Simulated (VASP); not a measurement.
YbMn2Sb2 in VASP: the effect of starting spin order

The system is YbMn2Sb2.

```
Yb Sb Mn
1.0
     4.52200    0.00000    0.00000
    -2.26100    3.91617    0.00000
     0.00000    0.00000    7.43900
Yb Sb Mn
1 2 2
Direct
  0.00000 0.00000 0.00000
  0.66667 0.33333 0.74000
  0.33333 0.66667 0.26000
  0.66667 0.33333 0.38000
  0.33333 0.66667 0.62000
```

Alike in all runs:

```yaml
Program: VASP 6.6.1
Task: single point
Functional: PBEsol
Potentials_or_basis: VASP PAW PBE potentials, release 64 (Yb, Sb, Mn_pv)
Cutoff: 520 eV
k_mesh: 5 × 5 × 3
Occupations: fermi-dirac, width 0.05 eV
```

```tsv
starting spin order	energy over the lowest run (meV/atom)	pressure (GPa)	final net moment (μB)	final largest site moment (μB)
ferromagnetic start, larger moments	114.0	-4.5	8.30	3.83
antiferromagnetic start, larger moments	0.0	-4.7	0.00	3.83
non-magnetic	?	?	?	?
ferromagnetic	114.0	-4.5	8.30	3.83
antiferromagnetic	0.0	-5.0	0.00	3.83
ferrimagnetic	0.0	-5.2	0.00	3.83
random collinear	0.0	-5.0	0.00	3.83
```

Task: What does the run with starting spin order non-magnetic give?

Result: Energy over the lowest run 583.3 meV/atom; pressure -14.3 GPa; final net moment 0.00 μB; final largest site moment 0.00 μB.

Caveats: the PAW data sets were made with another functional, which shifts forces and pressure a little.
